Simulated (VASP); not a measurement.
**KBr (relaxed from the rock salt structure, space group Fm-3m): computed properties**

Method: PBE GGA, VASP's PBE PAW potentials (set 64) (plane waves; VASP).

```
Item                                                                                                              Result
---------------------------------------------  -------------------------------------------------------------------------
space group                                                                                                  Fm-3m (225)
cell                                           a = 6.706 Å, b = 6.706 Å, c = 6.706 Å, α = 90.00°, β = 90.00°, γ = 90.00°
volume per atom                                                                                            37.69 Å³/atom
band gap (over mesh and band path)                                                                               4.31 eV
smallest direct gap (over mesh and band path)                                                                    4.31 eV
band-edge character                                                                                       direct, Γ to Γ
density                                                                                                       2.62 g/cm³
```

```cif
data_BrK
_chemical_formula_sum 'K1 Br1'
_space_group_name_H-M_alt 'P 1'
_space_group_IT_number 1
_cell_length_a 4.74168
_cell_length_b 4.74168
_cell_length_c 4.74168
_cell_angle_alpha 60.000
_cell_angle_beta 60.000
_cell_angle_gamma 60.000
loop_
_space_group_symop_operation_xyz
  'x, y, z'
loop_
_atom_site_label
_atom_site_type_symbol
_atom_site_fract_x
_atom_site_fract_y
_atom_site_fract_z
_atom_site_occupancy
K1 K 0.00000 0.00000 0.00000 1
Br1 Br 0.50000 0.50000 0.50000 1
```

The structure was generated: KBr was put into the rock salt type (Fm-3m), which need not be its known phase. It was relaxed first, which changed the volume by -11 %. Symmetry was kept, so distortions that lower it aren't found.
